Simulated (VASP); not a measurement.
Here is a VASP 6.6.1 calculation.

File INCAR:

```
SYSTEM = BiTe
ALGO = Normal ; EDIFF = 1E-7
ENCUT = 520 ; GGA = PE
ISIF = 2 ; ISMEAR = -1
LASPH = .True. ; LCHARG = .True.
LELF = .True. ; LREAL = .False.
LVHAR = .True. ; LWAVE = .False.
NBANDS = 18 ; NELM = 100
PREC = Accurate ; SIGMA = 0.05
```

KPOINTS

```
k-points
0
Gamma
  10 10 10
  0 0 0
```

POSCAR

```
BiTe
1.0
    0.0000000000      3.2961276990      3.2961276990
    3.2961276990      0.0000000000      3.2961276990
    3.2961276990      3.2961276990      0.0000000000
Bi Te
1 1
Direct
    0.0000000000      0.0000000000      0.0000000000
    0.5000000000      0.5000000000      0.5000000000
```

Potentials or basis: VASP PAW PBE potentials, release 64 (Bi_d, Te).

Command:

```sh
$ cat potpaw_PBE.64/Bi_d/POTCAR potpaw_PBE.64/Te/POTCAR > POTCAR
$ mpirun -np 1 vasp_std > vasp.out
```

Problem. Predict the band gap on the k mesh.

Solution. None (metal or under the smearing width).

Problem. Estimate the pressure.

Solution. -1.8 GPa.

Caveat: spin-orbit coupling is left out, which moves the levels of the heavy elements.
